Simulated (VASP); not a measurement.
# BeZn2Se3 (Cmc2_1) in VASP: a series of runs

The runs below take BeZn2Se3 through relaxation of cell and atoms, with PBE.

All numbers are computed with VASP 6.6.1; they aren't measurements. Logs are shortened: lines on timing, memory, paths and dates and some standing lists are left out, and cuts for length are marked.

## (1) The structure

Symmetry: Cmc2_1, No. 36, orthorhombic system. Conventional cell: a = 11.728 Å, b = 6.772 Å, c = 6.429 Å, α = 90.00°, β = 90.00°, γ = 90.00°. Around Be (site symmetry m) lie 4 Se at 2.25 to 2.28 Å. Around Zn (site symmetry 1) lie 4 Se at 2.47 to 2.48 Å. Around Se (site symmetry 1) lie 1 Be at 2.25 Å and 3 Zn at 2.47 to 2.48 Å. Se (site symmetry m) has 2 Be at 2.25 to 2.28 Å and 2 Zn at 2.48 Å as nearest neighbours.

The cell was built by a generator and needn't be a form met in nature.

## (2) Relaxation of cell and atoms, PBE

Input file INCAR:

```
SYSTEM = BeZn2Se3
ALGO = Normal ; EDIFF = 1E-6
EDIFFG = -0.01 ; ENCUT = 520
GGA = PE ; IBRION = 2
ISIF = 3 ; ISMEAR = 0
KPAR = 4 ; LASPH = .True.
LCHARG = .False. ; LREAL = .False.
LWAVE = .False. ; NELM = 120
NSW = 90 ; PREC = Accurate
SIGMA = 0.03
```

Input file KPOINTS:

```
k-points
0
Gamma
  4 4 4
  0 0 0
```

Input file POSCAR:

```
BeZn2Se3
1.0
    5.8640000000     -3.3860000000      0.0000000000
    5.8640000000      3.3860000000      0.0000000000
    0.0000000000      0.0000000000      6.4290000000
Be Zn Se
2 4 6
Direct
    0.1572652100      0.8427347900      0.9968891000
    0.8427347900      0.1572652100      0.4968891000
    0.8318804700      0.4952000200      0.9979779100
    0.5047999800      0.1681195300      0.9979779100
    0.1681195300      0.5047999800      0.4979779100
    0.4952000200      0.8318804700      0.4979779100
    0.1645374500      0.5254352600      0.1124591700
    0.4745647400      0.8354625500      0.1124591700
    0.8554341400      0.1445658600      0.1424793900
    0.5254352600      0.1645374500      0.6124591700
    0.8354625500      0.4745647400      0.6124591700
    0.1445658600      0.8554341400      0.6424793900
```

Potentials or basis: VASP PAW PBE potentials, release 64 (Be, Zn, Se).

Started as:

```console
> cat potpaw_PBE.64/Be/POTCAR potpaw_PBE.64/Zn/POTCAR potpaw_PBE.64/Se/POTCAR > POTCAR
> mpirun -np 4 vasp_std > vasp.out
```

OUTCAR:

```text
SYSTEM = BeZn2Se3
   EDIFF = 1E-6
   EDIFFG = -0.01
   ENCUT = 520
   GGA = PE
   IBRION = 2
   ISIF = 3
   ISMEAR = 0
   LASPH = .True.
   LREAL = .False.
   NELM = 120
   NSW = 90
   PREC = Accurate

 ion  position               nearest neighbor table
   1  0.157  0.843  0.997-   9 2.25   8 2.25   7 2.25  12 2.28
   2  0.843  0.157  0.497-  12 2.25  11 2.25  10 2.25   9 2.28
   3  0.832  0.495  0.998-   7 2.47   8 2.48   9 2.48  11 2.48
   4  0.505  0.168  0.998-   8 2.47   7 2.48   9 2.48  10 2.48
   5  0.168  0.505  0.498-  11 2.47  10 2.48  12 2.48   7 2.48
   6  0.495  0.832  0.498-  10 2.47  11 2.48  12 2.48   8 2.48
   7  0.165  0.525  0.112-   1 2.25   3 2.47   4 2.48   5 2.48
   8  0.475  0.835  0.112-   1 2.25   4 2.47   3 2.48   6 2.48
   9  0.855  0.145  0.142-   1 2.25   2 2.28   3 2.48   4 2.48
  10  0.525  0.165  0.612-   2 2.25   6 2.47   5 2.48   4 2.48
  11  0.835  0.475  0.612-   2 2.25   5 2.47   6 2.48   3 2.48
  12  0.145  0.855  0.642-   2 2.25   1 2.28   5 2.48   6 2.48

  LATTYP: Found a base centered orthorhombic cell.
 ALAT       =     6.7720000000
 B/A-ratio  =     1.7318369758
 C/A-ratio  =     0.9493502658

  Lattice vectors:

 A1 = (  -5.8640000000,  -3.3860000000,   0.0000000000)
 A2 = (   5.8640000000,  -3.3860000000,   0.0000000000)
 A3 = (   0.0000000000,   0.0000000000,   6.4290000000)

Analysis of symmetry for initial positions (statically):
=====================================================================
 Subroutine PRICEL returns:
 Original cell was already a primitive cell.

 Routine SETGRP: Setting up the symmetry group for a
 base centered orthorhombic supercell.

 Subroutine GETGRP returns: Found  4 space group operations
 (whereof  2 operations were pure point group operations)
 out of a pool of  8 trial point group operations.

The static configuration has the point symmetry C_1h.
 The point group associated with its full space group is C_2v.

Analysis of symmetry for dynamics (positions and initial velocities):
=====================================================================
 Subroutine PRICEL returns:
 Original cell was already a primitive cell.

 Routine SETGRP: Setting up the symmetry group for a
 base centered orthorhombic supercell.

 Subroutine GETGRP returns: Found  4 space group operations
 (whereof  2 operations were pure point group operations)
 out of a pool of  8 trial point group operations.

The dynamic configuration has the point symmetry C_1h.
 The point group associated with its full space group is C_2v.

 Subroutine INISYM returns: Found  4 space group operations
 (whereof  2 operations are pure point group operations),
 and found     1 'primitive' translations

----------------------------------------------------------------------------------------

                                     Primitive cell

  volume of cell :     255.3021

  direct lattice vectors                    reciprocal lattice vectors
     5.864000000 -3.386000000  0.000000000     0.085266030 -0.147666864  0.000000000
     5.864000000  3.386000000  0.000000000     0.085266030  0.147666864  0.000000000
     0.000000000  0.000000000  6.429000000     0.000000000  0.000000000  0.155545186

  length of vectors
     6.771372977  6.771372977  6.429000000     0.170516270  0.170516270  0.155545186

  position of ions in fractional coordinates (direct lattice)
     0.157265210  0.842734790  0.996889100
     0.842734790  0.157265210  0.496889100
     0.831880470  0.495200020  0.997977910
     0.504799980  0.168119530  0.997977910
     0.168119530  0.504799980  0.497977910
     0.495200020  0.831880470  0.497977910
     0.164537450  0.525435260  0.112459170
     0.474564740  0.835462550  0.112459170
     0.855434140  0.144565860  0.142479390
     0.525435260  0.164537450  0.612459170
     0.835462550  0.474564740  0.612459170
     0.144565860  0.855434140  0.642479390

  ion indices of the primitive-cell ions
   primitive index   ion index
                 1           1
                 2           2
                 3           3
                 4           4
                 5           5
                 6           6
                 7           7
                 8           8
                 9           9
                10          10
                11          11
                12          12

----------------------------------------------------------------------------------------

 KPOINTS: k-points

Automatic generation of k-mesh.
 Grid dimensions read from file:
 generate k-points for:    4    4    4

 Generating k-lattice:

  Cartesian coordinates                     Fractional coordinates (reciprocal lattice)
     0.021316508 -0.036916716  0.000000000     0.250000000  0.000000000  0.000000000
     0.021316508  0.036916716  0.000000000     0.000000000  0.250000000  0.000000000
     0.000000000  0.000000000  0.038886296     0.000000000  0.000000000  0.250000000

  Length of vectors
     0.042629068  0.042629068  0.038886296

  Shift w.r.t. Gamma in fractional coordinates (k-lattice)
     0.000000000  0.000000000  0.000000000

 Subroutine IBZKPT returns following result:
 ===========================================

 Found     21 irreducible k-points:

 Following reciprocal coordinates:
            Coordinates               Weight
  0.000000  0.000000  0.000000      1.000000
  0.250000 -0.000000  0.000000      4.000000
  0.500000 -0.000000  0.000000      2.000000
  0.250000  0.250000  0.000000      2.000000
  0.500000  0.250000  0.000000      4.000000
 -0.250000  0.250000  0.000000      2.000000
[... 13 lines left out ...]
 -0.250000  0.250000  0.500000      2.000000
  0.500000  0.500000  0.500000      1.000000
   k-points           NKPTS =     21   k-points in BZ     NKDIM =     21   number of bands    NBANDS=     52
   number of dos      NEDOS =    301   number of ions     NIONS =     12
   total plane-waves  NPLWV = 120000
   dimension x,y,z NGX =    50 NGY =   50 NGZ =   48
   dimension x,y,z NGXF=   100 NGYF=  100 NGZF=   96
   ions per type =               2   4   6
   NGX,Y,Z   is equivalent  to a cutoff of  12.28, 12.28, 12.41 a.u.
   NGXF,Y,Z  is equivalent  to a cutoff of  24.55, 24.55, 24.82 a.u.
 SYSTEM =  BeZn2Se3
   PREC   = accura    normal or accurate (medium, high low for compatibility)
   ISTART =      0    job   : 0-new  1-cont  2-samecut
   ICHARG =      2    charge: 1-file 2-atom 10-const
   ISPIN  =      1    spin polarized calculation?
   LNONCOLLINEAR =      F non collinear calculations
   LSORBIT =      F    spin-orbit coupling
   LASPH  =      T    aspherical Exc in radial PAW
   ENCUT  =  520.0 eV  38.22 Ry    6.18 a.u.  12.59 12.59 11.95*2*pi/ulx,y,z
   NELM   =    120;   NELMIN=  2; NELMDL= -5     # of ELM steps
   EDIFF  = 0.1E-05   stopping-criterion for ELM
   LREAL  =      F    real-space projection
   EDIFFG = -.1E-01   stopping-criterion for IOM
   NSW    =     90    number of steps for IOM
   IBRION =      2    ionic relax: 0-MD 1-quasi-New 2-CG
   NFREE  =      1    steps in history (QN), initial steepest desc. (CG)
   ISIF   =      3    stress and relaxation
   ISYM   =      2    0-nonsym 1-usesym 2-fastsym
   POTIM  = 0.5000    time-step for ionic-motion
   TEBEG  =    0.0;   TEEND  =   0.0 temperature during run
   PSTRESS=    0.0 pullay stress
   NELECT =      88.0000    total number of electrons
   NUPDOWN=      -1.0000    fix difference up-down
   EMIN   =  10.00;   EMAX   =-10.00  energy-range for DOS
   EFERMI =   0.00;   METHOD = LEGACY
   ISMEAR =     0;   SIGMA  =   0.03  broadening in eV -4-tet -1-fermi 0-gaus
   EFERMI_NEDOS =   21; number of points for ismear=-14 and -15
   IALGO  =     38    algorithm
   IMIX   =      4    mixing-type and parameters
     AMIX     =   0.40;   BMIX     =  1.00
     AMIX_MAG =   1.60;   BMIX_MAG =  1.00
  volume/ion in A,a.u.               =      21.28       143.57
  Fermi-wavevector in a.u.,A,eV,Ry     =   1.147848  2.169118 17.926416  1.317554
  Thomas-Fermi vector in A             =   2.284526
   LORBIT       =      0    0 simple, 1 ext, 2 COOP (PROOUT), +10 PAW based schemes
   GGA     = PE    functional components
   LHFCALC =     F    Hartree Fock is set to
   AEXX    =    0.0000 exact exchange contribution
   IVDW    =     0    specifies the selected vdW correction
   LEPSILON=     F    determine dielectric tensor
   LRPA    =     F    only Hartree local field effects (RPA)
 conjugate gradient relaxation of ions
 non-spin polarized calculation
 Gauss-broadening in eV      SIGMA  =   0.03
  energy-cutoff  :      520.00
  volume of cell :      255.30
 maximum number of plane-waves:      6918
   NGX = 25   NGY = 25   NGZ = 23

--------------------------------------- Ionic step        1  -------------------------------------------

 number of electron      87.9999998 magnetization

 Free energy of the ion-electron system (eV)
  ---------------------------------------------------
  ext. energy  EPLUGINS =         0.00000000
  ---------------------------------------------------
  free energy    TOTEN  =       -41.68907231 eV

  energy without entropy =      -41.68907231  energy(sigma->0) =      -41.68907231

------------------------ aborting loop because EDIFF is reached ----------------------------------------

  FORCE on cell =-STRESS in cart. coord.  units (eV):
  Direction    XX          YY          ZZ          XY          YZ          ZX
  --------------------------------------------------------------------------------------
  -------------------------------------------------------------------------------------
  Total        0.4226285      0.3875288     -0.0467218      0.0000000      0.0000000      0.0000000
  in kB        2.6522538      2.4319812     -0.2932079      0.0000000      0.0000000      0.0000000
  external PRESSURE =       1.5970090 kB  Pullay stress =       0.0000000 kB
[... 119 lines left out ...]
  FREE ENERGIE OF THE ION-ELECTRON SYSTEM (eV)
  ---------------------------------------------------
  free  energy   TOTEN  =       -41.6907036394 eV

  energy  without entropy=      -41.6907036394  energy(sigma->0) =      -41.69070364

[... ionic steps 4 to 8 ...]

--------------------------------------- Ionic step        9  -------------------------------------------

 number of electron      87.9999956 magnetization

------------------------ aborting loop because EDIFF is reached ----------------------------------------

  FORCE on cell =-STRESS in cart. coord.  units (eV):
  Direction    XX          YY          ZZ          XY          YZ          ZX
  --------------------------------------------------------------------------------------
  -------------------------------------------------------------------------------------
  Total       -0.0635594     -0.0507298      0.0014761      0.0000000      0.0000000      0.0000000
  in kB       -0.3976249     -0.3173635      0.0092347      0.0000000      0.0000000      0.0000000
  external PRESSURE =      -0.2352512 kB  Pullay stress =       0.0000000 kB
[... 77 lines left out ...]
  energy  without entropy=      -41.6929777158  energy(sigma->0) =      -41.69297772

--------------------------------------- Ionic step       11  -------------------------------------------

 number of electron      87.9999955 magnetization

 Free energy of the ion-electron system (eV)
  ---------------------------------------------------
  ext. energy  EPLUGINS =         0.00000000
  ---------------------------------------------------
  free energy    TOTEN  =       -41.69297491 eV

  energy without entropy =      -41.69297491  energy(sigma->0) =      -41.69297491

 E-fermi :   2.0424     XC(G=0):  -9.2654

 val. band max:        1.9066299290   @ k =   0.0000   0.0000   0.0000
 cond. band min:       3.8797488896   @ k =   0.0000   0.0000   0.0000
 fundamental gap:      1.9731189606
 Fermi energy:         2.0423764668

 k-point     1 :       0.0000    0.0000    0.0000
  band No.  band energies     occupation
      1     -11.3694      2.00000
      2     -10.4791      2.00000
      3     -10.2216      2.00000
      4     -10.2125      2.00000
      5     -10.2111      2.00000
      6     -10.2094      2.00000
[... 1183 lines left out ...]
  FREE ENERGIE OF THE ION-ELECTRON SYSTEM (eV)
  ---------------------------------------------------
  free  energy   TOTEN  =       -41.6929749079 eV

  energy  without entropy=      -41.6929749079  energy(sigma->0) =      -41.69297491

 reached required accuracy - stopping structural energy minimisation
```

Run time: 4.7 min. Hardware: 4 MPI ranks of Intel Xeon 6975P-C (Granite Rapids), shared host; peak memory 0.5 GiB.

Results:

- Free energy: -41.6930 eV
- Relaxed volume: 21.33 Å³/atom
- Relaxed cell: a = 6.782 Å, b = 6.782 Å, c = 6.425 Å, α = 90.00°, β = 90.00°, γ = 60.01°
- Space group after relaxing (to 0.05 Å): Cmc2_1 (No. 36)
- Energy gained by relaxing: 0.3 meV/atom
- Ionic steps: 11
- Pressure after relaxing: 0.0 GPa
- Largest force after relaxing: 0.009 eV/Å
- Band gap on the k mesh: 1.97 eV, direct

Forces on the atoms (eV/Å):
```
Be   0.000 -0.008 -0.004
Be   0.000  0.008 -0.004
Zn   0.001 -0.003  0.000
Zn  -0.001 -0.003  0.000
Zn  -0.001  0.003  0.000
Zn   0.001  0.003  0.000
Se   0.005 -0.004  0.000
Se  -0.005 -0.004  0.000
Se   0.000 -0.004  0.005
Se   0.005  0.004  0.000
Se  -0.005  0.004  0.000
Se   0.000  0.004  0.005
```

The path:
| step | energy change (eV) | largest force (eV/Å) | pressure (GPa) | volume (Å³) |
| --- | --- | --- | --- | --- |
| 1 | 0.0000 | 0.0620 | 0.16 | 255.30 |
| 2 | -0.0015 | 0.0484 | -0.05 | 256.09 |
| 3 | -0.0016 | 0.0489 | -0.12 | 256.27 |
| 4 | -0.0024 | 0.0380 | -0.02 | 255.99 |
| 5 | -0.0027 | 0.0282 | 0.10 | 255.65 |
| 6 | -0.0033 | 0.0207 | 0.04 | 255.88 |
| 7 | -0.0034 | 0.0279 | -0.02 | 256.14 |
| 8 | -0.0037 | 0.0161 | -0.03 | 256.12 |
| 9 | -0.0038 | 0.0131 | -0.02 | 256.10 |
| 10 | -0.0039 | 0.0089 | 0.07 | 255.93 |
| 11 | -0.0039 | 0.0094 | 0.01 | 255.95 |

Final structure:
```cif
data_structure
_symmetry_space_group_name_H-M 'P 1'
_symmetry_Int_Tables_number 1
_cell_length_a 6.7820
_cell_length_b 6.7820
_cell_length_c 6.4246
_cell_angle_alpha 90.000
_cell_angle_beta 90.000
_cell_angle_gamma 60.015
_cell_volume 255.95
loop_
_atom_site_label
_atom_site_type_symbol
_atom_site_fract_x
_atom_site_fract_y
_atom_site_fract_z
_atom_site_occupancy
Be1 Be 0.15819 0.84181 0.99986 1
Be2 Be 0.84181 0.15819 0.49986 1
Zn1 Zn 0.83176 0.49345 0.99657 1
Zn2 Zn 0.50655 0.16824 0.99657 1
Zn3 Zn 0.16824 0.50655 0.49657 1
Zn4 Zn 0.49345 0.83176 0.49657 1
Se1 Se 0.16489 0.52442 0.11120 1
Se2 Se 0.47558 0.83511 0.11120 1
Se3 Se 0.85600 0.14400 0.14484 1
Se4 Se 0.52442 0.16489 0.61120 1
Se5 Se 0.83511 0.47558 0.61120 1
Se6 Se 0.14400 0.85600 0.64484 1
```

Levels at points of the mesh, in eV from the valence-band top:
```csv
k point,band 41,band 42,band 43,band 44,band 45,band 46,band 47,band 48
"(0.00, 0.00, 0.00)",-0.86,-0.12,-0.02,0.00,1.97,2.56,3.81,3.82
"(0.50, 0.00, 0.00)",-0.94,-0.89,-0.82,-0.72,2.95,3.48,4.07,4.20
"(0.50, 0.50, 0.00)",-0.90,-0.89,-0.77,-0.65,2.87,3.46,4.06,4.48
"(0.00, 0.00, 0.50)",-0.49,-0.49,-0.47,-0.47,2.98,2.98,3.96,3.96
"(0.50, 0.00, 0.50)",-1.35,-1.35,-1.26,-1.26,2.97,2.97,4.17,4.17
"(0.50, 0.50, 0.50)",-1.39,-1.39,-1.20,-1.20,3.08,3.08,4.10,4.10
```

(Continued in part 2 of 2.)
